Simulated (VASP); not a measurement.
VASP ran on this input.

KPOINTS:
```
Automatic
0
Gamma
7 7 7
0 0 0
```

**POSCAR**
```
Mo3Si
1
    4.8354594597     0.0000000000     0.0000000000
    0.0000000000     4.8354594597     0.0000000000
    0.0000000000     0.0000000000     4.8354594597
Si Mo
2 6
Direct
  0.5000000000   0.5000000000   0.5000000000
  0.0000000000   0.0000000000   0.0000000000
  0.2500000000   0.0000000000   0.5000000000
  0.5000000000   0.2500000000   0.0000000000
  0.5000000000   0.7500000000   0.0000000000
  0.7500000000   0.0000000000   0.5000000000
  0.0000000000   0.5000000000   0.7500000000
  0.0000000000   0.5000000000   0.2500000000
```

### INCAR
```
SYSTEM=Mo3Si
LORBIT=11   ! lm-projected
ISIF=2   ! forces and stress, cell fixed
LMAXMIX=4   ! l cut-off of mixed one-centre charges
ENCUT=400
LEFG=.TRUE.
PREC=Accurate
LASPH=.TRUE.   ! aspherical one-centre terms
LREAL=.FALSE.   ! projection in real space or not
EDIFF=1E-7
LWAVE=.FALSE.
NELM=100   ! most electronic steps
ISMEAR=-5   ! tetrahedra, Bloechl
LCHARG=.TRUE.
NEDOS=601
ALGO=Normal   ! blocked Davidson
```

POTCAR, in this order: Si Mo_sv (LDA.64 set). Program: vasp_std.

Question: Translate this LDA calculation to Quantum ESPRESSO's pw.x.

Answer: One equivalent input (not run):
```
&CONTROL
  calculation = 'scf'
  pseudo_dir = './pseudo'
  outdir = './out'
  tprnfor = .true.
  tstress = .true.
/
&SYSTEM
  ibrav = 0
  nat = 8
  ntyp = 2
  ecutwfc = 80
  occupations = 'tetrahedra'
  input_dft = 'pz'
/
&ELECTRONS
  conv_thr = 7.3e-09
  electron_maxstep = 100
/
ATOMIC_SPECIES
  Si 28.085 Si.upf
  Mo 95.950 Mo.upf
CELL_PARAMETERS angstrom
     4.8354595    0.0000000    0.0000000
     0.0000000    4.8354595    0.0000000
     0.0000000    0.0000000    4.8354595
ATOMIC_POSITIONS crystal
  Si   0.5000000  0.5000000  0.5000000
  Si   0.0000000  0.0000000  0.0000000
  Mo   0.2500000  0.0000000  0.5000000
  Mo   0.5000000  0.2500000  0.0000000
  Mo   0.5000000  0.7500000  0.0000000
  Mo   0.7500000  0.0000000  0.5000000
  Mo   0.0000000  0.5000000  0.7500000
  Mo   0.0000000  0.5000000  0.2500000
K_POINTS automatic
  7 7 7 0 0 0
```
What does not carry over: the potentials are each code's own (VASP's PAW set, PseudoDojo norm-conserving files in pw.x), so ENCUT and ecutwfc are chosen apart and not converted; conv_thr bounds pw.x's estimated SCF error, while EDIFF bounds the energy change between steps; the field gradients of LEFG aren't asked of the other code.

The compound is Mo3Si in the A15 structure. It was relaxed first.
